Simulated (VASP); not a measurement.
Consider the following.

```cif
data_C8
_chemical_formula_sum 'C8'
_space_group_name_H-M_alt 'Fd-3m :1'
_space_group_IT_number 227
_space_group_name_Hall 'F 4d 2 3 -1d'
_cell_length_a 3.57514
_cell_length_b 3.57514
_cell_length_c 3.57514
_cell_angle_alpha 90.000
_cell_angle_beta 90.000
_cell_angle_gamma 90.000
loop_
_atom_site_label
_atom_site_type_symbol
_atom_site_symmetry_multiplicity
_atom_site_Wyckoff_symbol
_atom_site_fract_x
_atom_site_fract_y
_atom_site_fract_z
_atom_site_occupancy
C1 C 8 b 0.50000 0.50000 0.50000 1
```
(The calculation used a cell of 2 atoms; values per cell refer to that cell.)

Computed with PW91 GGA, VASP's PBE PAW potentials (set 64) (plane waves; VASP). Settings: 520 eV cut-off, 13×13×13 Γ-centred mesh, Gaussian smearing of 0.050 eV, potentials C.

Q: Give the energy at these volumes per atom, relative to the lowest: 5.37, 5.54, 5.71, 5.88, 6.05 Å³.

A: 31.0, 7.5, 0.0, 6.4, 24.9 meV/atom. A third-order Birch-Murnaghan fit gives B0 = 432 GPa and B0′ = 3.7.

Measured: bulk modulus 455 GPa at 0 K (computed value off by -4.9 %), as given by Daniel Mejia-Rodriguez et al., Physical Review B (2018), arXiv:1807.09216 [0 K value with the zero-point phonon effect removed]; a 3.553 Å at 0 K (computed value off by +0.6 %), as given by Daniel Mejia-Rodriguez et al., Physical Review B (2018), arXiv:1807.09216 [static lattice: zero-point anharmonic expansion removed].

The compound is C in the diamond structure. It was relaxed first.
